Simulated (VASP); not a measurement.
Input:

```
CELL_PARAMETERS angstrom
      3.59589     0.00000     0.00000
      0.00000     3.64954     0.00000
      0.00000     0.00000     3.58843
ATOMIC_POSITIONS crystal
  Fe 0.00000 0.00000 0.00000
  Ni 0.00000 0.50000 0.50000
  Ni 0.50000 0.00000 0.50000
  Ni 0.52491 0.50000 0.00000
```
Starting moments (μB, in the order of the record's atoms Fe Ni Ni Ni): 3.0 0.7 0.7 0.7.

Method: PBE GGA, VASP's PBE PAW potentials (set 64) (plane waves; VASP). Settings: 550 eV cut-off, 8×8×8 Γ-centred mesh, first-order Methfessel-Paxton smearing of 0.10 eV, potentials Fe Ni.

Task: Which forces act on the atoms, in eV/Å?

Result: 
```
atom      Fx     Fy     Fz
----  ------  -----  -----
Fe1    0.214  0.000  0.000
Ni2    0.320  0.000  0.000
Ni3    0.046  0.000  0.000
Ni4   -0.581  0.000  0.000
```

Task: Give the stress tensor in GPa (positive for a compressed cell).

Result: 
```
 -8.37    0.00    0.00
  0.00  -10.11    0.00
  0.00    0.00   -8.17
```
The pressure is its mean diagonal, -8.89 GPa.

The compound is Ni3Fe in the L1_2 structure. The cell was not relaxed at this level, atoms are displaced from their ideal sites. The run is one of a series of settings (ENCUT = 550 against the base run), some of them coarse on purpose.
